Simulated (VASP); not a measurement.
VASP ran on this input.

INCAR:
```
SYSTEM = RhSb
PREC = Accurate; ENCUT = 400; LREAL = F
LASPH = T
EDIFF = 1E-6; NELM = 100; ALGO = Normal
LMAXMIX = 4; LMIXTAU = T
ISMEAR = 1; SIGMA = 0.1
METAGGA = R2SCAN
IBRION = 2; NSW = 60; ISIF = 3
EDIFFG = -0.01
LWAVE = F; LCHARG = F
```

KPOINTS:
```
Automatic mesh
0
Gamma
9 9 9
0 0 0
```

**POSCAR**
```
RhSb
1.0
  0.0000000000   3.0348000000   3.0348000000
  3.0348000000   0.0000000000   3.0348000000
  3.0348000000   3.0348000000   0.0000000000
Rh Sb
1 1
direct
  0.0000000000   0.0000000000   0.0000000000
  0.5000000000   0.5000000000   0.5000000000
```

POTCAR, in this order: Rh_pv Sb (PBE.64 set). Program: vasp_std.

Task: Write an equivalent input for Ansatz.

Result: One equivalent input (not run):
Ansatz 0.2 input:
```yaml
crystal:
  lattice:
    - [0.0000000, 3.0348000, 3.0348000]
    - [3.0348000, 0.0000000, 3.0348000]
    - [3.0348000, 3.0348000, 0.0000000]
  atoms:
    - { symbol: Rh, position: [0.0000000, 0.0000000, 0.0000000] }
    - { symbol: Sb, position: [0.5000000, 0.5000000, 0.5000000] }
kpoints:
  mp_grid: { grid: [9, 9, 9] }
hamiltonian:
  xc: r2scan
  pseudopotentials: { kind: paw }
scf:
  occupations: { method: methfessel_paxton, width: 0.1 }
  max_iter: 100
relax:
  max_steps: 60
  f_tol: 0.01
  cell: {}
output: { forces: true, stress: true, eigenvalues: true }
```
Limits of the translation: each code has its own PAW files, so the cut-off isn't converted (ENCUT is set for VASP's; basis.ecutwfc is left out, and Ansatz then takes the one that its files recommend); Ansatz stops its SCF on the density residual and VASP on the energy change (EDIFF).

The structure was generated: RhSb was put into the rock salt type (Fm-3m), which need not be its known phase. This run relaxes it. Symmetry was kept, so distortions that lower it aren't found.
